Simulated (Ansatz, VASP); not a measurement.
# LuBeSi4 in VASP and in Ansatz

```
Lu Be Si
1.0
     0.00000    3.53660    3.53660
     3.53660    0.00000    3.53660
     3.53660    3.53660    0.00000
Lu Be Si
1 1 4
Direct
  0.00000 0.00000 0.00000
  0.75000 0.75000 0.75000
  0.87325 0.37558 0.37558
  0.37558 0.37558 0.37558
  0.37558 0.87325 0.37558
  0.37558 0.37558 0.87325
```

Change from the starting cell: species swapped into the Be4SiNi type (F-43m, No. 216).

Alike in both runs: task single point; functional PBE; k mesh 4 × 4 × 4; occupations gaussian, width 0.1 eV; no spin polarisation.

```csv
,VASP,Ansatz
version,VASP 6.6.1,Ansatz 0.2.0
potentials or method,"VASP PAW PBE potentials, release 64 (Lu, Be, Si)","scalar-relativistic, plane waves, PAW"
plane-wave cutoff (eV),520,420
valence electrons in the cell,43,43
```

|  | VASP | Ansatz | Ansatz less VASP |
| --- | --- | --- | --- |
| gap on the k mesh at the Fermi level (eV) | none | none | - |
| pressure (GPa) | 2.2 | 2.0 | -0.16 |
| rms of the force components (eV/Å) | 0.114 | 0.114 | +0.0003 |

Atom by atom the forces differ by 0.000 eV/Å (rms over components). A gap of «none» marks a metal or a gap that the smearing closes.

Caveats: the k mesh is coarse (spacing up to 0.38 Å⁻¹), so the values aren't converged. Spin-orbit coupling is left out, which matters for the levels of Lu.
